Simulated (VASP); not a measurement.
Er (hcp): the lattice constant c from VASP (plane waves, PAW) at several levels of theory. Static lattice. The 4f electrons are frozen in the core of the lanthanide potential, so 4f levels, which can set the real gap, and their magnetism are missing. The measured value holds thermal and zero-point effects that the static calculation lacks.

```
level        lattice constant c (Å)  error against measurement
-----------  ----------------------  -------------------------
PBE                           5.571                     -0.3 %
PBEsol                        5.474                     -2.0 %
revPBE                        5.624                     +0.7 %
PW91                          5.559                     -0.5 %
optB86b-vdW                   5.501                     -1.5 %
r2SCAN                        5.545                     -0.7 %
```

Measured: 5.585 Å at 293 K (as given by Wikipedia, Erbium (infobox)).

The cell of the PBE run:

```cif
data_Er2
_chemical_formula_sum 'Er2'
_space_group_name_H-M_alt 'P63/mmc'
_space_group_IT_number 194
_space_group_name_Hall '-P 6c 2c'
_cell_length_a 3.58195
_cell_length_b 3.58195
_cell_length_c 5.57050
_cell_angle_alpha 90.000
_cell_angle_beta 90.000
_cell_angle_gamma 120.000
loop_
_atom_site_label
_atom_site_type_symbol
_atom_site_symmetry_multiplicity
_atom_site_Wyckoff_symbol
_atom_site_fract_x
_atom_site_fract_y
_atom_site_fract_z
_atom_site_occupancy
Er1 Er 2 c 0.33333 0.66667 0.25000 1
```

Only levels that ran to the end are used. Left out are those held back, those with too coarse a band path, GW runs whose mesh misses a band edge, hybrids' fits of cells that aren't cubic and levels without matching references; a question may draw on a part of the rest.

The compound is Er in the hcp structure.
